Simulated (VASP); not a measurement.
Here is the system:

```yaml
crystal:
  lattice:
    - [-1.90670, 1.90670, 3.81559]
    - [1.90670, -1.90670, 3.81559]
    - [1.90670, 1.90670, -3.81559]
  atoms:
    - { symbol: Ru, position: [0.00000, 0.00000, 0.00000] }
    - { symbol: Ir, position: [0.75000, 0.25000, 0.50000] }
    - { symbol: Ir, position: [0.25000, 0.75000, 0.50000] }
    - { symbol: Ir, position: [0.50000, 0.50000, 0.00000] }
```

Level of theory: PBEsol GGA with spin-orbit coupling, VASP's PBE PAW potentials (set 64) (plane waves; VASP). Settings: 400 eV cut-off, 10×10×10 Γ-centred mesh, Gaussian smearing of 0.050 eV, potentials Ru_pv Ir.

Question: Give the energies of bands 33 to 46 at the high-symmetry points, in eV from the Fermi level.

Answer: 
```csv
band,Γ,X,P,N,M,S,R
33,-1.34,-1.94,-2.69,-1.57,-1.30,-1.85,-1.73
34,-1.34,-1.94,-2.69,-1.57,-1.30,-1.85,-1.73
35,-0.85,-1.18,-2.59,-1.54,-0.01,-1.44,-1.49
36,-0.85,-1.18,-2.59,-1.54,-0.01,-1.44,-1.49
37,-0.77,-0.92,-2.38,-1.53,0.18,-1.33,-1.27
38,-0.77,-0.92,-2.38,-1.53,0.18,-1.33,-1.27
39,0.96,-0.69,0.17,-1.33,0.90,-0.90,-0.61
40,0.96,-0.69,0.17,-1.33,0.90,-0.90,-0.61
41,1.45,-0.27,0.19,-1.05,1.01,-0.68,-0.47
42,1.45,-0.27,0.19,-1.05,1.01,-0.68,-0.47
43,1.64,0.83,0.35,0.39,1.41,-0.43,0.85
44,1.64,0.83,0.35,0.39,1.41,-0.43,0.85
45,1.84,1.02,0.39,0.57,1.57,0.55,0.95
46,1.84,1.02,0.39,0.57,1.57,0.55,0.95
```

It has no gap at this level: it comes out as a metal or semimetal.

The structure comes from a computed database's Ir3Ru entry (I4/mmm); how it stands against other phases isn't given here. It was relaxed first.
